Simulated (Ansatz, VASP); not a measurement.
# TePt3W in VASP and in Ansatz

```
Te Pt W
1.0
     4.49003    0.00000    0.00000
     0.00000    4.49003    0.00000
     0.00000    0.00000    4.49003
Te Pt W
1 3 1
Direct
  0.00000 0.00000 0.00000
  0.00000 0.50000 0.50000
  0.50000 0.00000 0.50000
  0.50000 0.50000 0.00000
  0.50000 0.50000 0.50000
```

Change from the starting cell: species swapped into the MgNi3C type (Pm-3m, No. 221).

Alike in both runs: task relaxation of cell and atoms; functional PBE; k mesh 4 × 4 × 4; occupations gaussian, width 0.1 eV; no spin polarisation.

|  | VASP | Ansatz |
| --- | --- | --- |
| version | VASP 6.6.1 | Ansatz 0.2.0 |
| potentials or method | VASP PAW PBE potentials, release 64 (Te, Pt, W_sv) | scalar-relativistic, plane waves, PAW |
| plane-wave cutoff (eV) | 600 | 420 |
| valence electrons in the cell | 50 | 84 |

```csv
,VASP,Ansatz,Ansatz less VASP
"gap on the k mesh at the Fermi level, each at its own relaxed structure (eV)",none,none,-
relaxed volume (Å³/atom),23.17,23.08,-0.085
relaxed cell length with the largest relative difference (Å),4.875,4.869,-0.0060
energy change over the relaxation (meV/atom),-677,-661,+16.0
```

A gap of «none» marks a metal or a gap that the smearing closes. The two sets of potentials don't hold the same shells in valence.

Caveats: the volume moved by over 15 % at a fixed basis, so the end points are rough (VASP); the bands computed are all filled at some k points, so no gap is given. The runs have no spin-orbit coupling, so splittings on Pt, Te, W are missing.
